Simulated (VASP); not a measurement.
Input:

```
FeNi3
1.0
    3.43848     0.00000     0.00000
    0.00000     3.43848     0.00000
    0.00000     0.00000     3.43848
Fe Ni
1 3
Direct
  0.00000   0.00000   0.00000
  0.00000   0.50000   0.50000
  0.50000   0.00000   0.50000
  0.50000   0.50000   0.00000
```
Starting moments (μB, in the order of the record's atoms Fe Ni Ni Ni): 2.9 0.6 0.6 0.6.

Calculation: PBE GGA with D4 dispersion, VASP's PBE PAW potentials (set 64) (plane waves; VASP). Numerical set-up: 520 eV cut-off, 9×9×9 Γ-centred mesh, first-order Methfessel-Paxton smearing of 0.10 eV, potentials Fe Ni.

Problem. Predict the cell moment, energy per atom (σ→0), pressure, band gap (on the k-mesh) with the smallest direct gap where there is one.

Solution. 
band gap (on the k-mesh): none (metal, semimetal or under 0.01 eV)
cell moment: 4.47 μB
energy per atom (σ→0): -6.651 eV/atom
pressure: 14.44 GPa

Problem. Give the moment on each site (PAW-sphere projection).

Solution. 
```
site  moment (μB)
----  -----------
Fe1          2.77
Ni2          0.56
Ni3          0.56
Ni4          0.56
```

Only differences to runs with the same potentials and settings are physical.

The compound is Ni3Fe in the L1_2 structure. This cell is one point of a volume scan, at 0.94 of the reference volume.
